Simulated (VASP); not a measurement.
An input for Ansatz (written as the equivalent of a VASP run, and not itself run):

Ansatz 0.2 input:
```yaml
crystal:
  lattice:
    - [0.0000000, 2.8979731, 2.8979731]
    - [2.8979731, 0.0000000, 2.8979731]
    - [2.8979731, 2.8979731, 0.0000000]
  atoms:
    - { symbol: Ge, position: [0.0000000, 0.0000000, 0.0000000] }
    - { symbol: Ge, position: [0.2500000, 0.2500000, 0.2500000] }
kpoints:
  mp_grid: { grid: [11, 11, 11] }
hamiltonian:
  xc: revpbe
  pseudopotentials: { kind: paw }
scf:
  occupations: { method: methfessel_paxton, width: 0.1 }
  max_iter: 100
output: { forces: true, stress: true, eigenvalues: true }
```

Question: Translate this input to VASP (INCAR, KPOINTS, POSCAR, choice of POTCAR).

Answer: One answer among several that fit: 
### POSCAR
```
Ge
4.0983530
  0.0000000000   0.7071067635   0.7071067635
  0.7071067635   0.0000000000   0.7071067635
  0.7071067635   0.7071067635   0.0000000000
Ge
2
Direct
  0.0000000000   0.0000000000   0.0000000000
  0.2500000000   0.2500000000   0.2500000000
```

**KPOINTS**
```
Automatic mesh
0
Gamma
11 11 11
0 0 0
```

INCAR:
```
# general
SYSTEM =Ge
PREC   =Accurate
ENCUT  =520
LREAL  =.FALSE.   # projection in real space or not
LASPH  =.TRUE.

# electronic loop
EDIFF  =1E-7
NELM   =100   # most electronic steps
ALGO   =Normal   # blocked Davidson
LMAXMIX=4

# smearing
ISMEAR =1   # Methfessel-Paxton
SIGMA  =0.1   # width (eV)

# functional
GGA    =RE

# ions
ISIF   =2

# output
LWAVE  =.FALSE.
LCHARG =.FALSE.
```

POTCAR, in this order: Ge_d (PBE.64 set). Program: vasp_std.

What does not carry over: each code has its own PAW files, so the cut-off isn't converted (ENCUT is set for VASP's; basis.ecutwfc is left out, and Ansatz then takes the one that its files recommend); Ansatz stops its SCF on the density residual and VASP on the energy change (EDIFF).

The compound is Ge in the diamond structure. It was relaxed first, which changed the volume by +7 %.
